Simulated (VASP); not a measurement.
A 63-atom supercell of SiC (zinc blende) holds C vacancy in charge state +2. It is relaxed twice, with the total moment held at 0 and at 2 μB. All values below come from PBE GGA, VASP's PBE PAW potentials (set 64) (plane waves; VASP). Numerical set-up: PREC = Normal, LREAL = Auto, ISYM = 0, NELECT = 250.0, EDIFF = 1E-5, 400 eV cut-off, 1×1×1 Γ-centred mesh, Gaussian smearing of 0.050 eV, potentials Si C.

The cell is charged, with a uniform compensating background. The supercell is sampled at Γ alone, which is coarse: total energies, pressure and levels can be off, energies of defects by several tenths of an eV.

Q: Which spin state lies lower, and by how much?

A: The state with 0 μB lies lower, by 1.54 eV.

The cell is a supercell with a defect, built from SiC (zinc blende).
